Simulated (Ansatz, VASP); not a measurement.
# Cross-check of InBi between VASP and Ansatz

Aim: how closely do two programs agree when they are given the same cell, functional and k mesh? The cell is taken from a series of VASP runs on this material, whose earlier steps may have relaxed, scaled or displaced it; both programs get it as it stands.

Main program and level: Ansatz 0.2.0; plane waves, with VASP 6.6.1 beside it; zone-centre phonons at PBEsol.

### 1. The starting structure

The structure is tetragonal, space group P4/nmm (No. 129). The conventional cell has a = 4.904 Å, b = 4.904 Å, c = 4.847 Å, α = 90.00°, β = 90.00°, γ = 90.00°. Nearest to In lie 4 Bi at 3.11 Å and 4 In at 3.47 Å. Bi has 4 In at 3.11 Å nearest. Farther neighbours are not listed.

Coordinates:

```
In Bi
1.0
     4.90419    0.00000    0.00000
     0.00000    4.90419    0.00000
     0.00000    0.00000    4.84745
In Bi
2 2
Direct
  0.00000 0.00000 0.00000
  0.50000 0.50000 0.00000
  0.00000 0.50000 0.39467
  0.50000 0.00000 0.60533
```

### 2. VASP: zone-centre phonons, PBEsol

Second derivatives magnify differences that forces hide, and they need a tight electronic threshold.

Lines of VASP's logs that name or quote its potential files are left out, and so is its time.

File INCAR:

```
SYSTEM = InBi
PREC = Accurate
ENCUT = 400
EDIFF = 1E-08
NELM = 100
ISMEAR = 1
SIGMA = 0.2
LREAL = .FALSE.
ALGO = Normal
GGA = PS
NBANDS = 34
LORBIT = 11
LWAVE = .FALSE.
LCHARG = .FALSE.
KPAR = 4
IBRION = 8
ISIF = 2
```

File POSCAR:

```
InBi
1.0
    4.9041938348      0.0000000000      0.0000000000
    0.0000000000      4.9041938348      0.0000000000
    0.0000000000      0.0000000000      4.8474518399
In Bi
2 2
Direct
    0.0000000000      0.0000000000      0.0000000000
    0.5000000000      0.5000000000      0.0000000000
    0.0000000000      0.5000000000      0.3946734829
    0.5000000000      0.0000000000      0.6053265171
```

File KPOINTS:

```
Automatic mesh
0
Gamma
8 8 8
0 0 0
```

The projector-augmented-wave data sets are In_d and Bi_d (PBE family, release 64).

Run with:

```
> mpirun -np 4 vasp_std
```

Numbers of over 12 decimals in the logs are rounded to 6 here.

The log of the run:

```text
[banner, memory and clock lines left out]
running    4 mpi-ranks, on    1 nodes
 distrk:  each k-point on    1 cores,    4 groups
 distr:  one band on    1 cores,    1 groups

 POSCAR found type information on POSCAR InBi
 POSCAR found :  2 types and       4 ions
|                                                                             |
|               ----> ADVICE to this user running VASP <----                  |
|                                                                             |
|     You enforced a specific xc type in the INCAR file but a different       |
|     [... a line on the potential file left out ...]
|     I HOPE YOU KNOW WHAT YOU ARE DOING!                                     |
|                                                                             |

 LDA part: xc-table for (Slater+PW92), standard interpolation
 POSCAR, INCAR and KPOINTS ok, starting setup
 FFT: planning ... GRIDC
 FFT: planning ... GRID_SOFT
 FFT: planning ... GRID
 WAVECAR not read
 entering main loop
       N       E                     dE             d eps       ncg     rms          rms(c)
DAV:   1     0.564082807550E+03    0.56408E+03   -0.24738E+04  5100   0.184E+03
DAV:   2     0.458399147102E+02   -0.51824E+03   -0.51264E+03  5140   0.492E+02
DAV:   3    -0.121337929056E+02   -0.57974E+02   -0.57429E+02  5992   0.196E+02
DAV:   4    -0.146050764260E+02   -0.24713E+01   -0.24661E+01  6242   0.439E+01
DAV:   5    -0.147288672761E+02   -0.12379E+00   -0.12378E+00  8222   0.821E+00    0.340E+00
DAV:   6    -0.146435691752E+02    0.85298E-01   -0.17544E-01  6086   0.532E+00    0.175E+00
DAV:   7    -0.146252398618E+02    0.18329E-01   -0.69612E-02  6672   0.276E+00    0.377E-01
DAV:   8    -0.146244233484E+02    0.81651E-03   -0.76100E-03  7032   0.913E-01    0.121E-01
DAV:   9    -0.146244078083E+02    0.15540E-04   -0.44796E-04  7816   0.177E-01    0.345E-02
DAV:  10    -0.146244046957E+02    0.31125E-05   -0.32973E-05  6746   0.566E-02    0.923E-03
DAV:  11    -0.146244038379E+02    0.85787E-06   -0.28004E-06  7000   0.112E-02    0.213E-03
DAV:  12    -0.146244034575E+02    0.38042E-06   -0.63321E-07  6244   0.773E-03    0.108E-03
DAV:  13    -0.146244034002E+02    0.57241E-07   -0.85832E-08  5366   0.185E-03    0.163E-04
DAV:  14    -0.146244033691E+02    0.31063E-07   -0.66585E-09  2982   0.902E-04    0.830E-05
DAV:  15    -0.146244033521E+02    0.17084E-07   -0.21073E-09  2918   0.522E-04    0.272E-05
DAV:  16    -0.146244033568E+02   -0.47585E-08   -0.97410E-10  2836   0.345E-04
   1 F= -.14624403E+02 E0= -.14625576E+02  d E =0.351678E-02
 Linear response reoptimize wavefunctions to high precision
DAV:   1    -0.146244033518E+02    0.50140E-08   -0.58197E-10  2824   0.301E-04
DAV:   2    -0.146244033519E+02   -0.60027E-10   -0.31331E-10  2798   0.165E-04
 Linear response DOF=           4
 Linear response progress:
  Degree of freedom:   1/  4
       N       E                     dE             d eps       ncg     rms          rms(c)
RMM:   1    -0.237514471439E+00   -0.23751E+00   -0.15041E-01 15308   0.303E+00
RMM:   2    -0.239345154956E+00   -0.18307E-02   -0.15915E-02 18384   0.739E-01    0.743E-02
RMM:   3    -0.239389931907E+00   -0.44777E-04   -0.18473E-03 20200   0.245E-01    0.227E-02
RMM:   4    -0.239255667249E+00    0.13426E-03   -0.14678E-04 20628   0.942E-02    0.185E-02
RMM:   5    -0.239223163583E+00    0.32504E-04   -0.97265E-06 19595   0.426E-02    0.869E-03
RMM:   6    -0.239201849569E+00    0.21314E-04    0.29573E-05 20617   0.199E-02    0.126E-03
RMM:   7    -0.239203698105E+00   -0.18485E-05    0.90718E-06 19736   0.856E-03    0.933E-04
RMM:   8    -0.239202580146E+00    0.11180E-05    0.71718E-06 20043   0.379E-03    0.344E-04
RMM:   9    -0.239202121712E+00    0.45843E-06    0.27895E-06 20818   0.180E-03    0.291E-04
RMM:  10    -0.239202218740E+00   -0.97027E-07    0.10313E-06 20672   0.898E-04    0.263E-04
RMM:  11    -0.239202013805E+00    0.20494E-06    0.11277E-06 21165   0.472E-04    0.121E-04
RMM:  12    -0.239202079408E+00   -0.65603E-07    0.48403E-07 21340   0.276E-04    0.626E-05
RMM:  13    -0.239202058333E+00    0.21075E-07    0.24956E-07 21600   0.159E-04    0.312E-05
RMM:  14    -0.239202104614E+00   -0.46281E-07    0.14277E-07 21395   0.102E-04    0.151E-05
RMM:  15    -0.239202109405E+00   -0.47912E-08    0.97871E-08 22629   0.733E-05    0.778E-06
 first order change of Fermi-energy   0.11019E-04
 force on displaced ion       1 direction 1 :  -2.786   0.000  -0.000
 Linear response progress:
  Degree of freedom:   2/  4
       N       E                     dE             d eps       ncg     rms          rms(c)
RMM:   1    -0.237291022740E+00   -0.23729E+00   -0.14418E-01 11317   0.309E+00
RMM:   2    -0.239028851312E+00   -0.17378E-02   -0.14423E-02 12762   0.780E-01    0.658E-02
RMM:   3    -0.239013415070E+00    0.15436E-04   -0.17598E-03 13775   0.285E-01    0.204E-02
RMM:   4    -0.238881692204E+00    0.13172E-03   -0.23234E-04 15016   0.114E-01    0.161E-02
RMM:   5    -0.238832070949E+00    0.49621E-04   -0.48424E-05 14413   0.480E-02    0.671E-03
RMM:   6    -0.238814906984E+00    0.17164E-04   -0.13213E-05 14544   0.211E-02    0.129E-03
RMM:   7    -0.238814637981E+00    0.26900E-06   -0.40907E-06 14828   0.956E-03    0.925E-04
RMM:   8    -0.238816646519E+00   -0.20085E-05   -0.24569E-06 14050   0.418E-03    0.143E-04
RMM:   9    -0.238815017732E+00    0.16288E-05   -0.43008E-07 15433   0.189E-03    0.294E-04
RMM:  10    -0.238814973343E+00    0.44389E-07   -0.57986E-08 15303   0.931E-04    0.335E-04
RMM:  11    -0.238814861081E+00    0.11226E-06   -0.18647E-07 14468   0.462E-04    0.428E-04
RMM:  12    -0.238815008894E+00   -0.14781E-06    0.15631E-08 13947   0.312E-04    0.276E-04
RMM:  13    -0.238815255039E+00   -0.24615E-06    0.50566E-08 15843   0.555E-04    0.360E-04
RMM:  14    -0.238815009347E+00    0.24569E-06   -0.10337E-07 14343   0.324E-04    0.627E-05
RMM:  15    -0.238814912448E+00    0.96899E-07   -0.26466E-08 15177   0.212E-04    0.720E-05
RMM:  16    -0.238815036107E+00   -0.12366E-06    0.24921E-08 14296   0.131E-04    0.344E-05
RMM:  17    -0.238815103328E+00   -0.67222E-07    0.24703E-08 15402   0.119E-04    0.855E-05
RMM:  18    -0.238815073157E+00    0.30171E-07   -0.57802E-09 14336   0.818E-05    0.363E-05
RMM:  19    -0.238815060007E+00    0.13150E-07   -0.13978E-08 15505   0.819E-05    0.383E-06
RMM:  20    -0.238815075209E+00   -0.15202E-07    0.14358E-09 15987   0.519E-05    0.507E-06
RMM:  21    -0.238815075163E+00    0.45587E-10   -0.96235E-09 15923   0.458E-05    0.295E-06
 first order change of Fermi-energy   0.23220E-04
 force on displaced ion       1 direction 3 :   0.000   0.000  -3.440
 Linear response progress:
  Degree of freedom:   3/  4
       N       E                     dE             d eps       ncg     rms          rms(c)
RMM:   1    -0.333393083175E+00   -0.33339E+00    0.23248E-01 17312   0.603E+00
RMM:   2    -0.341926011552E+00   -0.85329E-02   -0.36511E-02 18400   0.105E+00    0.467E-02
RMM:   3    -0.342489250559E+00   -0.56324E-03   -0.48887E-03 20187   0.380E-01    0.218E-02
RMM:   4    -0.342444102936E+00    0.45148E-04   -0.63287E-04 21097   0.153E-01    0.101E-02
RMM:   5    -0.342476856297E+00   -0.32753E-04   -0.14709E-04 20939   0.655E-02    0.521E-03
RMM:   6    -0.342493108103E+00   -0.16252E-04   -0.89900E-06 20835   0.283E-02    0.209E-03
RMM:   7    -0.342505582061E+00   -0.12474E-04   -0.52968E-06 20992   0.120E-02    0.111E-03
RMM:   8    -0.342506619122E+00   -0.10371E-05   -0.45835E-06 20553   0.499E-03    0.491E-04
RMM:   9    -0.342506052685E+00    0.56644E-06   -0.85900E-07 20859   0.219E-03    0.103E-04
RMM:  10    -0.342505762052E+00    0.29063E-06   -0.42844E-07 20959   0.948E-04    0.104E-04
RMM:  11    -0.342505844255E+00   -0.82203E-07   -0.85523E-08 21547   0.439E-04    0.103E-04
RMM:  12    -0.342505798079E+00    0.46177E-07    0.64866E-08 21273   0.235E-04    0.135E-04
RMM:  13    -0.342505853437E+00   -0.55358E-07   -0.42142E-08 21485   0.150E-04    0.660E-05
RMM:  14    -0.342505925713E+00   -0.72276E-07   -0.47492E-08 21355   0.110E-04    0.243E-05
RMM:  15    -0.342506069453E+00   -0.14374E-06    0.92159E-08 21789   0.866E-05    0.161E-05
RMM:  16    -0.342506175966E+00   -0.10651E-06    0.86719E-08 22633   0.783E-05    0.130E-05
RMM:  17    -0.342506196420E+00   -0.20455E-07    0.29982E-08 23330   0.721E-05    0.968E-06
RMM:  18    -0.342506259489E+00   -0.63068E-07    0.44328E-08 22541   0.732E-05    0.168E-06
RMM:  19    -0.342506281480E+00   -0.21992E-07   -0.44954E-09 21788   0.696E-05    0.421E-07
RMM:  20    -0.342506276081E+00    0.53989E-08    0.22829E-08 20294   0.673E-05    0.353E-07
 first order change of Fermi-energy  -0.20697E-04
 force on displaced ion       3 direction 1 :  -2.548   0.000   0.001
 Linear response progress:
  Degree of freedom:   4/  4
       N       E                     dE             d eps       ncg     rms          rms(c)
RMM:   1    -0.333147039244E+00   -0.33315E+00    0.22977E-01  7495   0.606E+00
RMM:   2    -0.341516292715E+00   -0.83693E-02   -0.38312E-02  8159   0.106E+00    0.547E-02
RMM:   3    -0.341953826101E+00   -0.43753E-03   -0.48759E-03  8610   0.389E-01    0.249E-02
RMM:   4    -0.341870459291E+00    0.83367E-04   -0.77967E-04  8970   0.159E-01    0.102E-02
RMM:   5    -0.341892261831E+00   -0.21803E-04   -0.14546E-04  9164   0.666E-02    0.590E-03
RMM:   6    -0.341921968362E+00   -0.29707E-04   -0.46651E-05  9130   0.279E-02    0.230E-03
RMM:   7    -0.341937979081E+00   -0.16011E-04   -0.36202E-06  9154   0.120E-02    0.113E-03
RMM:   8    -0.341940470128E+00   -0.24910E-05   -0.14029E-07  9196   0.505E-03    0.664E-04
RMM:   9    -0.341938348163E+00    0.21220E-05    0.19331E-06  8661   0.210E-03    0.237E-04
RMM:  10    -0.341937141723E+00    0.12064E-05    0.50495E-07  9215   0.980E-04    0.172E-04
RMM:  11    -0.341937578894E+00   -0.43717E-06    0.16383E-07  9461   0.449E-04    0.871E-05
RMM:  12    -0.341937853316E+00   -0.27442E-06   -0.10094E-07  8446   0.259E-04    0.124E-04
RMM:  13    -0.341937833444E+00    0.19872E-07    0.11279E-07 10053   0.154E-04    0.179E-04
RMM:  14    -0.341937774087E+00    0.59357E-07   -0.32688E-08  8630   0.105E-04    0.167E-04
RMM:  15    -0.341937758002E+00    0.16085E-07   -0.42902E-08  8486   0.923E-05    0.111E-04
RMM:  16    -0.341937759048E+00   -0.10462E-08    0.24746E-08 10169   0.763E-05    0.101E-04
 first order change of Fermi-energy   0.41712E+00
 force on displaced ion       3 direction 3 :   0.000   0.000  -3.514
 Linear response finished
```

(Continued in part 2 of 2.)

[Lines on the potential files, build, host, timing and source positions are cut from VASP's logs without a mark.]

[Logs are printed without paths, hosts, clocks, repeated set-up lines and the standing remarks that a program may print on its own settings, such as how far it seeks lower states.]

[Hosts, paths, dates, database ids (printed as entryN), source tags and the programs' standing remarks are cut or masked in the printed files.]
